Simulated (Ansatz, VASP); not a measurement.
**Cross-check of As2PtS2 between VASP and Ansatz**

Wanted: the spread between two codes on one cell, functional and k mesh. The cell is taken from a series of runs on this material, whose earlier steps may have relaxed, scaled, displaced or heated it; both programs get it as it stands.

Program: Ansatz 0.2.0. Level of theory: plane waves, with VASP 6.6.1 beside it; G0W0 gap at PBE. Results are calculated unless marked as measured.

## 1. The starting structure

The cell holds 5 atoms: 1 Pt, 2 S and 2 As. Its edges and angles: a = 3.601 Å, b = 3.601 Å, c = 35.100 Å, α = 90.0°, β = 90.0°, γ = 120.0°. Vacuum lies along c.

## 2. VASP: G0W0 gap, PBE

Quasiparticle shifts depend on high empty states and on the cores, so they are the hardest test of two PAW sets.

Lines of VASP's logs that name or quote its potential files are left out, and so is its time.

The run reads the wave functions of an earlier VASP run, which isn't shown here.

INCAR reads:

```
SYSTEM = As2PtS2
PREC = Accurate
ENCUT = 340
ISMEAR = 0
SIGMA = 0.01
LREAL = .FALSE.
GGA = PE
NBANDS = 254
LASPH = .TRUE.
ALGO = EVGW0
NELMGW = 1
ENCUTGW = 41
NOMEGA = 64
PRECFOCK = Fast
NBANDSGW = 28
LWAVE = .FALSE.
LCHARG = .FALSE.
```

POSCAR reads:

```
As2PtS2
1.0
    3.6008887354      0.0000000000      0.0000000000
   -1.8004443677      3.1184611211      0.0000000000
    0.0000000000      0.0000000000     35.1000000000
Pt S As
1 2 2
Direct
    0.0000000000      0.0000000000      0.4502861351
    0.3333333333      0.6666666667      0.4844125448
    0.6666666667      0.3333333333      0.4152999303
    0.0000000000      0.0000000000      0.5847000697
    0.6666666667      0.3333333333      0.5459293210
```

KPOINTS reads:

```
Automatic mesh
0
Gamma
6 6 1
0 0 0
```

The projector-augmented-wave data sets are Pt_sv_GW, S_GW and As_GW (PBE family, release 64).

Launch:

```
$ export OMP_NUM_THREADS=3
$ mpirun -np 1 vasp_std
```

Numbers of over 12 decimals in the logs are rounded to 6 here.

Log:

```text
[banner, memory and clock lines left out]
running    1 mpi-ranks, on    1 nodes
 distrk:  each k-point on    1 cores,    1 groups
 distr:  one band on    1 cores,    1 groups
 Offloading initialized ...    1 GPUs detected
 POSCAR found type information on POSCAR PtS As
 POSCAR found :  3 types and       5 ions
|                                                                             |
|           W    W    AA    RRRRR   N    N  II  N    N   GGGG   !!!           |
|           W    W   A  A   R    R  NN   N  II  NN   N  G    G  !!!           |
|           W    W  A    A  R    R  N N  N  II  N N  N  G       !!!           |
|           W WW W  AAAAAA  RRRRR   N  N N  II  N  N N  G  GGG   !            |
|           WW  WW  A    A  R   R   N   NN  II  N   NN  G    G                |
|           W    W  A    A  R    R  N    N  II  N    N   GGGG   !!!           |
|                                                                             |
|     The default for ENCUTGWSOFT is different in this version of VASP.       |
|     please manually set ENCUTGWSOFT =41 in the INCAR file.                  |
|                                                                             |

 LDA part: xc-table for (Slater+PW92), standard interpolation
 found WAVECAR, reading the header
 POSCAR, INCAR and KPOINTS ok, starting setup
 FFT: planning ... GRIDC
 FFT: planning ... GRID_SOFT
 FFT: planning ... GRID
 reading WAVECAR
 the WAVECAR file was read successfully
 initial charge from wavefunction
 available memory per node:   1652.87 GB, setting MAXMEM to   1692539

 The Fermi energy was updated, please check that it is located mid-gap
 values below the HOMO (VB) or above the LUMO (CB) will cause erroneous energies
 E-fermi :  -1.8853

 calculate exact exchange contribution
 the WAVEDER file was read successfully
|                                                                             |
|           W    W    AA    RRRRR   N    N  II  N    N   GGGG   !!!           |
|           W    W   A  A   R    R  NN   N  II  NN   N  G    G  !!!           |
|           W    W  A    A  R    R  N N  N  II  N N  N  G       !!!           |
|           W WW W  AAAAAA  RRRRR   N  N N  II  N  N N  G  GGG   !            |
|           WW  WW  A    A  R   R   N   NN  II  N   NN  G    G                |
|           W    W  A    A  R    R  N    N  II  N    N   GGGG   !!!           |
|                                                                             |
|     Automatic setting of frequency mesh for GW failed. Frequency mesh       |
|     properly not suitable for determining QP energies. Consider             |
|     increasing number of kpoints.                                           |
|                                                                             |

energies w=
    0.000    0.000    1.039    0.000    2.076    0.000    3.109    0.000
    4.136    0.000    5.155    0.000    6.165    0.000    7.164    0.000
    8.152    0.000    9.128    0.000   10.091    0.000   11.042    0.000
   11.980    0.000   12.907    0.000   13.822    0.000   14.726    0.000
   15.620    0.000   16.506    0.000   17.384    0.000   18.255    0.000
   19.122    0.000   19.985    0.000   20.847    0.000   21.708    0.000
   22.571    0.000   23.437    0.000   24.309    0.000   25.188    0.000
   26.076    0.000   26.976    0.000   27.891    0.000   28.822    0.000
   29.773    0.000   30.748    0.000   31.748    0.000   32.778    0.000
   33.843    0.000   34.946    0.000   36.094    0.000   37.290    0.000
   38.543    0.000   39.860    0.000   41.248    0.000   42.718    0.000
   44.281    0.000   45.949    0.000   47.739    0.000   49.668    0.000
   51.757    0.000   54.032    0.000   56.524    0.000   59.271    0.000
   62.319    0.000   65.724    0.000   69.561    0.000   73.920    0.000
   78.923    0.000   84.727    0.000   91.545    0.000   99.671    0.000
  109.523    0.000  121.710    0.000  137.168    0.000  157.401    0.000
 responsefunction array rank=     258
 LDA part: xc-table for (Slater+PW92), standard interpolation

 min. memory requirement per mpi rank   1316.6 MB, per node   1316.6 MB

 allocating  64 responsefunctions rank=   258
 shmem allocating  64 responsefunctions rank=   258
 response function shared by NCSHMEM nodes    1
 Doing            64  frequencies on each core in blocks of            64
NQ=   1    0.0000    0.0000    0.0000,
|.........|.........|.........|.........|.........|.........|.........|.........
 performed        436000 updates of chi_q(r,r)
 total number of BLAS operations        155.48 Gflops
NQ=   2    0.1667    0.0000    0.0000,
|.........|.........|.........|.........|.........|.........|.........|.........
 performed       1157000 updates of chi_q(r,r)
 total number of BLAS operations        442.32 Gflops
NQ=   3    0.3333    0.0000    0.0000,
|.........|.........|.........|.........|.........|.........|.........|.........
 performed       1878000 updates of chi_q(r,r)
 total number of BLAS operations        760.86 Gflops
NQ=   4    0.5000    0.0000    0.0000,
|.........|.........|.........|.........|.........|.........|.........|.........
 performed       2470000 updates of chi_q(r,r)
 total number of BLAS operations       1047.94 Gflops
NQ=   5    0.1667    0.1667    0.0000,
|.........|.........|.........|.........|.........|.........|.........|.........
 performed       3233000 updates of chi_q(r,r)
 total number of BLAS operations       1382.47 Gflops
NQ=   6    0.3333    0.1667    0.0000,
|.........|.........|.........|.........|.........|.........|.........|.........
 performed       4082000 updates of chi_q(r,r)
 total number of BLAS operations       1773.70 Gflops
NQ=   7    0.3333    0.3333    0.0000,
|.........|.........|.........|.........|.........|.........|.........|.........
 performed       4589000 updates of chi_q(r,r)
 total number of BLAS operations       2044.03 Gflops
 resolving degeneracies of screened two electron integrals

 calculate QP shifts <psi_nk| G(iteration)W_0 |psi_nk>: iteration 1
 entering main loop
```

OUTCAR, selected parts (step 2):

```text
ion  position               nearest neighbor table
   1  0.000  0.000  0.450-   2 2.40   2 2.40   2 2.40   3 2.41   3 2.41   3 2.41
   2  0.333  0.667  0.484-   1 2.40   1 2.40   1 2.40
   3  0.667  0.333  0.415-   1 2.41   1 2.41   1 2.41
   4  0.000  0.000  0.585-   5 2.48   5 2.48   5 2.48
   5  0.667  0.333  0.546-   4 2.48   4 2.48   4 2.48

  LATTYP: Found a hexagonal cell.
 ALAT       =     3.6008887354
 C/A-ratio  =     9.7475936024

 Subroutine GETGRP returns: Found  6 space group operations
 (whereof  6 operations were pure point group operations)

The static configuration has the point symmetry C_3v.

 Found      7 irreducible k-points:

   k-points           NKPTS =      7   k-points in BZ     NKDIM =     36   number of bands    NBANDS=    254

   dimension x,y,z NGX =    24 NGY =   24 NGZ =  216
   dimension x,y,z NGXF=    48 NGYF=   48 NGZF=  432

   ENCUT  =  340.0 eV  24.99 Ry    5.00 a.u.   5.41  5.41 52.77*2*pi/ulx,y,z

   NELECT =      40.0000    total number of electrons

  energy-cutoff  :      340.00
  volume of cell :      394.15
      direct lattice vectors                 reciprocal lattice vectors
     3.600888735  0.000000000  0.000000000     0.277709219  0.160335493 -0.000000000
    -1.800444368  3.118461121  0.000000000     0.000000000  0.320670985  0.000000000
     0.000000000  0.000000000 35.100000000     0.000000000 -0.000000000  0.028490028

 k-points in reciprocal lattice and weights: Automatic mesh
   0.00000000  0.00000000  0.00000000       0.028
   0.16666667  0.00000000  0.00000000       0.167
   0.33333333  0.00000000  0.00000000       0.167
   0.50000000  0.00000000  0.00000000       0.083
   0.16666667  0.16666667  0.00000000       0.167
   0.33333333  0.16666667  0.00000000       0.333
   0.33333333  0.33333333  0.00000000       0.056

 E-fermi :  -1.8853

 QP shifts <psi_nk| G(iteration)W_0 |psi_nk>: iteration 1
 for sc-GW calculations column KS-energies equals QP-energies in previous step
 and V_xc(KS)=  KS-energies - (<T + V_ion + V_H > + <T+V_H+V_ion>^1  + <V_x>^1)
 k-point   1 :       0.0000    0.0000    0.0000
  band No.  KS-energies  QP-energies   sigma(KS)   V_xc(KS)     V^pw_x(r,r')   Z            occupation Imag(sigma)
    ...
     17      -3.9355      -4.0448     -13.9173     -13.7772     -15.8001       0.7804       2.0000       0.2869
     18      -3.0333      -3.2208     -11.9950     -11.7581     -13.1671       0.7914       2.0000       0.2079
     19      -3.0333      -3.2208     -11.9950     -11.7581     -13.1671       0.7914       2.0000       0.2079
     20      -2.1541      -2.2484     -11.0889     -10.9703     -11.3918       0.7945       2.0000       0.1014
     21      -0.5509       0.6912     -14.1315     -15.6995     -12.3001       0.7922       0.0000      -0.2502
     22      -0.5509       0.6912     -14.1315     -15.6995     -12.3001       0.7922       0.0000      -0.2502
     23      -0.4771       0.6210      -9.9533     -11.3146      -7.4188       0.8067       0.0000      -0.2470
     24       0.7030       1.8796     -10.4670     -11.9475      -7.5697       0.7947       0.0000      -0.3780
    ...

 k-point   2 :       0.1667    0.0000    0.0000
  band No.  KS-energies  QP-energies   sigma(KS)   V_xc(KS)     V^pw_x(r,r')   Z            occupation Imag(sigma)
    ...
     17      -4.0018      -4.2996     -12.9951     -12.6124     -14.8964       0.7780       2.0000       0.3289
     18      -3.6117      -3.8563     -15.4245     -15.1080     -17.9333       0.7728       2.0000       0.3454
     19      -3.5378      -3.7195     -13.0904     -12.8589     -14.6900       0.7851       2.0000       0.2530
     20      -2.4854      -2.5218     -13.2863     -13.2400     -14.0421       0.7877       2.0000       0.1396
     21      -1.0969      -0.0014     -13.1671     -14.5392     -11.4018       0.7984       0.0000      -0.2058
     22      -0.7999       0.4537     -14.3105     -15.8942     -12.4425       0.7916       0.0000      -0.2469
     23      -0.2061       0.7890      -9.5960     -10.8333      -7.0213       0.8043       0.0000      -0.2801
     24       1.2927       2.5020     -10.0711     -11.5945      -6.9612       0.7938       0.0000      -0.4293
    ...

 k-point   3 :       0.3333    0.0000    0.0000
  band No.  KS-energies  QP-energies   sigma(KS)   V_xc(KS)     V^pw_x(r,r')   Z            occupation Imag(sigma)
    ...
     17      -4.7812      -5.1012     -13.8859     -13.4742     -16.2316       0.7772       2.0000       0.3693
     18      -4.2340      -4.4711     -14.7155     -14.4115     -17.0586       0.7798       2.0000       0.3328
     19      -4.1860      -4.4775     -16.1523     -15.7742     -19.1012       0.7707       2.0000       0.4081
     20      -3.1579      -3.3623     -12.1128     -11.8520     -13.3372       0.7838       2.0000       0.2259
     21      -1.6165      -0.5260     -13.4360     -14.8055     -11.4442       0.7963       0.0000      -0.2225
     22      -0.8487       0.4203     -14.3361     -15.9419     -12.3357       0.7903       0.0000      -0.2662
     23      -0.2045       0.8316     -10.5491     -11.8390      -7.9098       0.8033       0.0000      -0.3022
     24       1.1153       2.0676      -8.8988     -10.0759      -5.7466       0.8090       0.0000      -0.3826
    ...

 k-point   4 :       0.5000    0.0000    0.0000
  band No.  KS-energies  QP-energies   sigma(KS)   V_xc(KS)     V^pw_x(r,r')   Z            occupation Imag(sigma)
    ...
     17      -5.4444      -5.7746     -18.3517     -17.9186     -22.3759       0.7622       2.0000       0.5416
     18      -4.9787      -5.2835     -16.1718     -15.7750     -19.2175       0.7680       2.0000       0.4840
     19      -4.8078      -5.1412     -12.1381     -11.7113     -13.9770       0.7811       2.0000       0.3312
     20      -3.7135      -3.9791     -11.9123     -11.5731     -13.2662       0.7830       2.0000       0.2629
     21      -1.0522       0.1476     -14.2054     -15.7184     -11.9801       0.7930       0.0000      -0.2775
     22      -0.7307       0.5423     -14.4173     -16.0292     -12.3645       0.7898       0.0000      -0.2821
     23      -0.5831       0.3496      -9.6573     -10.8153      -7.0022       0.8054       0.0000      -0.2757
     24       0.8519       1.8588      -9.8528     -11.1039      -6.8306       0.8048       0.0000      -0.3840
    ...

[... 3 further parts left out ...]
```

[end of part 1 of 2]

[Lines on the potential files, build, host, timing and source positions are cut from VASP's logs without a mark.]

[Logs are printed without paths, hosts, clocks, repeated set-up lines and the standing remarks that a program may print on its own settings, such as how far it seeks lower states.]

[Hosts, paths, dates, database ids (printed as entryN), source tags and the programs' standing remarks are cut or masked in the printed files.]
